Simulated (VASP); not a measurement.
Output of a VASP run:

**OSZICAR**
```
...
DAV:   6    -0.322829781113E+01    0.31710E-01   -0.55218E-02  8072   0.534E+00    0.132E+00
DAV:   7    -0.322083092112E+01    0.74669E-02   -0.15697E-02  9330   0.256E+00    0.280E-01
DAV:   8    -0.322004396637E+01    0.78695E-03   -0.78171E-04  7990   0.630E-01    0.258E-02
DAV:   9    -0.322004315122E+01    0.81515E-06   -0.13988E-05  9854   0.568E-02    0.167E-02
DAV:  10    -0.322004319114E+01   -0.39923E-07   -0.45327E-07  4480   0.104E-02
   1 F= -.24526665E+01 E0= -.24527740E+01  d E =-.245267E+01
       N       E                     dE             d eps       ncg     rms          rms(c)
DAV:   1    -0.531163715471E+01   -0.20916E+01   -0.46728E+01  7822   0.146E+02    0.110E+01
DAV:   2    -0.335642283743E+01    0.19552E+01   -0.52414E+00  7746   0.668E+01    0.275E+00
DAV:   3    -0.317776706290E+01    0.17866E+00   -0.49430E-01 10218   0.174E+01    0.210E+00
DAV:   4    -0.316324457284E+01    0.14522E-01   -0.36501E-02  7872   0.235E+00    0.273E-01
DAV:   5    -0.316341839766E+01   -0.17382E-03   -0.86966E-04  7802   0.585E-01    0.202E-01
DAV:   6    -0.316357893365E+01   -0.16054E-03   -0.27980E-04  9876   0.185E-01    0.419E-02
DAV:   7    -0.316357966945E+01   -0.73579E-06   -0.13649E-05  7550   0.649E-02    0.140E-02
DAV:   8    -0.316357988506E+01   -0.21562E-06   -0.34885E-07  4702   0.860E-03
   2 F= -.24780425E+01 E0= -.24781330E+01  d E =-.253760E-01
       N       E                     dE             d eps       ncg     rms          rms(c)
DAV:   1    -0.336650165915E+01   -0.20292E+00   -0.45692E+00  7868   0.548E+01    0.245E+00
DAV:   2    -0.321529428413E+01    0.15121E+00   -0.32771E-01  7844   0.142E+01    0.887E-01
DAV:   3    -0.319403192038E+01    0.21262E-01   -0.74125E-02  9406   0.661E+00    0.296E-01
DAV:   4    -0.319337966593E+01    0.65225E-03   -0.13956E-03  7620   0.481E-01    0.173E-01
DAV:   5    -0.319299312021E+01    0.38655E-03   -0.45043E-04  7460   0.147E-01    0.516E-02
DAV:   6    -0.319299551764E+01   -0.23974E-05   -0.73200E-05  7870   0.739E-02    0.131E-02
DAV:   7    -0.319299345808E+01    0.20596E-05   -0.33312E-06  7594   0.135E-02    0.176E-03
DAV:   8    -0.319299349723E+01   -0.39148E-07   -0.91304E-08  3760   0.414E-03
   3 F= -.24841629E+01 E0= -.24842755E+01  d E =-.314964E-01
       N       E                     dE             d eps       ncg     rms          rms(c)
DAV:   1    -0.319225329845E+01    0.74016E-03   -0.10303E-02  7864   0.249E+00    0.125E-01
DAV:   2    -0.319189186150E+01    0.36144E-03   -0.81585E-04  7822   0.724E-01    0.416E-02
DAV:   3    -0.319184519773E+01    0.46664E-04   -0.15505E-04  9450   0.305E-01    0.180E-02
DAV:   4    -0.319184324793E+01    0.19498E-05   -0.35005E-06  7436   0.214E-02    0.853E-03
DAV:   5    -0.319184274099E+01    0.50694E-06   -0.59959E-07  4928   0.641E-03
   4 F= -.24841517E+01 E0= -.24842633E+01  d E =-.314851E-01
       N       E                     dE             d eps       ncg     rms          rms(c)
DAV:   1    -0.319433577571E+01   -0.24925E-02   -0.25886E-02  7912   0.346E+00    0.181E-01
DAV:   2    -0.319357477771E+01    0.76100E-03   -0.16778E-03  7868   0.100E+00    0.734E-02
DAV:   3    -0.319342076712E+01    0.15401E-03   -0.37042E-04  9898   0.479E-01    0.276E-02
DAV:   4    -0.319340826354E+01    0.12504E-04   -0.27047E-05  8030   0.105E-01    0.878E-03
DAV:   5    -0.319340825583E+01    0.77052E-08   -0.25473E-06  5782   0.256E-02
   5 F= -.24841932E+01 E0= -.24842995E+01  d E =-.415564E-04
```

**OUTCAR**
```
------------------------ aborting loop because EDIFF is reached ----------------------------------------
  FORCE on cell =-STRESS in cart. coord.  units (eV):
  Direction    XX          YY          ZZ          XY          YZ          ZX
  --------------------------------------------------------------------------------------
  Total        0.7078037      0.7078037      0.6940091      0.0000000      0.0000000      0.0000000
  in kB       49.9005007     49.9005007     48.9279736      0.0000000      0.0000000      0.0000000
  external PRESSURE =      -0.4236750 kB  Pullay stress =      50.0000000 kB
  volume of cell :       22.73
      direct lattice vectors                 reciprocal lattice vectors
    -1.533708522  1.533708522  2.415309920     0.000000000  0.326007186  0.207012771
     1.533708522 -1.533708522  2.415309920     0.326007186  0.000000000  0.207012771
     1.533708522  1.533708522 -2.415309920     0.326007186  0.326007186  0.000000000
 POSITION                                       TOTAL-FORCE (eV/Angst)
 -----------------------------------------------------------------------------------
      3.06742      0.00000      0.00000         0.000000      0.000000      0.000000
 -----------------------------------------------------------------------------------
    total drift:                                0.000000      0.000000      0.000000
  FREE ENERGIE OF THE ION-ELECTRON SYSTEM (eV)
  ---------------------------------------------------
  free  energy   TOTEN  =        -3.1934082558 eV

  energy  without entropy=       -3.1937270316  energy(sigma->0) =       -3.19351451
  enthalpy is  TOTEN    =        -2.4841932110 eV   P V=        0.7092150449

 reached required accuracy - stopping structural energy minimisation
```
(Selected blocks of OUTCAR.)

### POSCAR
```
In
1
   -1.5734908348     1.5734908348     2.4829087050
    1.5734908348    -1.5734908348     2.4829087050
    1.5734908348     1.5734908348    -2.4829087050
In
1
Direct
  0.0000000000   0.0000000000   0.0000000000
```

Problem. Write an INCAR and KPOINTS that could have produced this output.

Solution. This is not unique; one that fits is the input of the run itself, LDA (Ceperley-Alder, Perdew-Zunger), plane waves, VASP's LDA PAW potentials (set 64).

File KPOINTS:
```
K-points
0
gamma
16 16 16
0 0 0
```

**INCAR**
```
! general
SYSTEM  = In
PREC    = Accurate
ENCUT   = 500   ! plane-wave cut-off (eV)
LREAL   = .False.   ! projection in real space or not
LASPH   = .True.   ! aspherical one-centre terms

! electronic loop
EDIFF   = 1E-6   ! SCF stop (eV)
NELM    = 100
ALGO    = Normal
LMAXMIX = 4

! smearing
ISMEAR  = 1
SIGMA   = 0.1

! ions
IBRION  = 2
NSW     = 40   ! most ionic steps
ISIF    = 3   ! ions, shape and volume
EDIFFG  = -0.02   ! ionic stop
PSTRESS = 50   ! kbar

! output
LWAVE   = .False.
LCHARG  = .False.
```

POTCAR, in this order: In_d (LDA.64 set). Program: vasp_std.

Energy and stress use the plane-wave basis of the starting cell.

The compound is In in the bct structure. This run relaxes it under an external pressure of 5 GPa. Symmetry was kept, so distortions that lower it aren't found.
